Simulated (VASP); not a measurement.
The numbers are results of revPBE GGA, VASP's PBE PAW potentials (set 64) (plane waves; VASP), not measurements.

A VASP calculation is set up with these files.

### INCAR
```
# general
SYSTEM  = MoTe2
PREC    = Accurate
ENCUT   = 520
LREAL   = .FALSE.   # projection in real space or not
LASPH   = .TRUE.
ICHARG  = 11

# electronic loop
EDIFF   = 1E-7
NELM    = 100   # most electronic steps
ALGO    = Normal   # blocked Davidson
LMAXMIX = 4   # l cut-off of mixed one-centre charges

# smearing
ISMEAR  = 0   # Gaussian
SIGMA   = 0.05   # width (eV)

# functional
GGA     = RE   # revPBE

# output
LWAVE   = .FALSE.
LCHARG  = .FALSE.
LORBIT  = 11   # lm-projected
```

### POSCAR
```
MoTe2
1
    1.7889409054    -3.0985361009     0.0000000000
    1.7889409054     3.0985361009     0.0000000000
    0.0000000000     0.0000000000    18.9714683851
Te Mo
4 2
Direct
  0.3333330000   0.6666670000   0.8453913461
  0.6666670000   0.3333330000   0.3453913461
  0.6666670000   0.3333330000   0.1546086539
  0.3333330000   0.6666670000   0.6546086539
  0.3333330000   0.6666670000   0.2500000000
  0.6666670000   0.3333330000   0.7500000000
```

File KPOINTS:
```
k-points along high-symmetry lines
10
Line-mode
Reciprocal
  0.000000   0.000000   0.000000 ! GAMMA
  0.000000   0.500000   0.000000 ! M

  0.000000   0.500000   0.000000 ! M
 -0.333333   0.666667   0.000000 ! K

 -0.333333   0.666667   0.000000 ! K
  0.000000   0.000000   0.000000 ! GAMMA

  0.000000   0.000000   0.000000 ! GAMMA
  0.000000   0.000000   0.500000 ! A

  0.000000   0.000000   0.500000 ! A
  0.000000   0.500000   0.500000 ! L

  0.000000   0.500000   0.500000 ! L
 -0.333333   0.666667   0.500000 ! H

 -0.333333   0.666667   0.500000 ! H
  0.000000   0.000000   0.500000 ! A

  0.000000   0.500000   0.500000 ! L
  0.000000   0.500000   0.000000 ! M

 -0.333333   0.666667   0.500000 ! H
 -0.333333   0.666667   0.000000 ! K
```

POTCAR, in this order: Te Mo_sv (PBE.64 set). Program: vasp_std. Read from the step before: CHGCAR.

Output of the run:

### OSZICAR
```
       N       E                     dE             d eps       ncg     rms          rms(c)
DAV:   1     0.392619460887E+03    0.39262E+03   -0.26799E+04  6860   0.143E+03
DAV:   2    -0.960099463118E+01   -0.40222E+03   -0.39430E+03  7179   0.322E+02
DAV:   3    -0.327717263236E+02   -0.23171E+02   -0.22645E+02  6945   0.656E+01
DAV:   4    -0.336799004921E+02   -0.90817E+00   -0.90354E+00  7623   0.120E+01
DAV:   5    -0.337074467404E+02   -0.27546E-01   -0.27533E-01  7530   0.214E+00
DAV:   6    -0.337080439320E+02   -0.59719E-03   -0.59697E-03  7744   0.297E-01
DAV:   7    -0.337080604437E+02   -0.16512E-04   -0.16510E-04  7599   0.486E-02
DAV:   8    -0.337080609055E+02   -0.46177E-06   -0.46182E-06  7677   0.749E-03
DAV:   9    -0.337080609173E+02   -0.11834E-07   -0.11859E-07  4978   0.127E-03
   1 F= -.33708061E+02 E0= -.33708061E+02  d E =-.955819E-33
```

### OUTCAR
```
 val. band max:        4.3760708793   @ k =  -0.3333   0.6667   0.0000

 cond. band min:       5.4101637428   @ k =  -0.3333   0.6667   0.1111



 k-point     1 :       0.0000    0.0000    0.0000
  band No.  band energies     occupation
      1     -56.3544      2.00000
      2     -56.3544      2.00000
      3     -30.4850      2.00000
      4     -30.4850      2.00000
      5     -30.3999      2.00000
      6     -30.3999      2.00000
      7     -30.3999      2.00000
      8     -30.3999      2.00000
      9      -8.0708      2.00000
     10      -8.0684      2.00000
     11      -7.1471      2.00000
     12      -7.1426      2.00000
     13      -0.4964      2.00000
     14      -0.4519      2.00000
     15       2.6297      2.00000
     16       2.7289      2.00000
     17       2.7289      2.00000
     18       2.7289      2.00000
     19       2.7289      2.00000
     20       2.8358      2.00000
     21       3.4839      2.00000
     22       3.4840      2.00000
     23       3.4841      2.00000
     24       3.4842      2.00000
     25       3.9106      2.00000
     26       4.0255      2.00000
     27       7.3379      0.00000
     28       7.3386      0.00000
     29       7.3406      0.00000
     30       7.3503      0.00000
     31       7.6046      0.00000

 k-point     2 :       0.0000    0.0556    0.0000
  band No.  band energies     occupation
      1     -56.3541      2.00000
      2     -56.3541      2.00000
      3     -30.4843      2.00000
      4     -30.4843      2.00000
      5     -30.4031      2.00000
      6     -30.4031      2.00000
      7     -30.4007      2.00000
      8     -30.4007      2.00000
      9      -8.0303      2.00000
     10      -8.0278      2.00000
     11      -7.1188      2.00000
     12      -7.1143      2.00000
     13      -0.4511      2.00000
     14      -0.4067      2.00000
     15       2.5497      2.00000
     16       2.6344      2.00000
     17       2.6345      2.00000
     18       2.7190      2.00000
...
```

The density is held fixed in this step, so its total energy and stress have no physical meaning. Without a dispersion term in the relaxation, distances and binding between the weakly bound layers, chains or molecules are unreliable, and so is what depends on them. Unless said otherwise, spin-orbit coupling is left out, though it shifts the bands of the heavy elements here.

The compound is MoTe2 in the 2H layered structure. It was relaxed first, which changed the volume by +40 %.
